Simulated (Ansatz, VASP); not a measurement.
**One calculation of Be2CdS2, two programs**

```
CELL_PARAMETERS angstrom
4.16773 0.00000 0.00000
-2.08386 3.60936 0.00000
0.00000 0.00000 7.77285
ATOMIC_POSITIONS crystal
Be 0.33333 0.66667 0.50000
Be 0.66667 0.33333 0.50000
Cd 0.00000 0.00000 0.50000
S 0.00000 0.00000 0.12509
S 0.00000 0.00000 0.87491
```

Alike in both runs: functional PBE; k mesh 6 × 6 × 2; occupations gaussian, width 0.1 eV; no spin polarisation.

Ansatz relaxed the structure, and its values are those at the end. VASP's run is a single point on that final structure, the one shown.

|  | VASP | Ansatz |
| --- | --- | --- |
| version | VASP 6.6.1 | Ansatz 0.2.0 |
| potentials or method | VASP PAW PBE potentials, release 64 (Be, Cd, S) | scalar-relativistic, plane waves, PAW |
| plane-wave cutoff (eV) | 520 | 420 |
| valence electrons in the cell | 28 | 36 |

Ansatz gave:

* gap on the k mesh at the Fermi level (eV): none
* pressure (GPa): 0.0
* rms of the force components (eV/Å): 0.005

Problem. What did VASP give for the same quantities?

Solution. gap on the k mesh at the Fermi level (eV): none; pressure (GPa): 0.0; rms of the force components (eV/Å): 0.079.

A gap of «none» marks a metal or a gap that the smearing closes. With one functional, cell and mesh, what is left measures potentials, basis and numerics. The two sets of potentials don't hold the same shells in valence.

Caveats: the k mesh is coarse (spacing up to 0.40 Å⁻¹), so the values aren't converged.
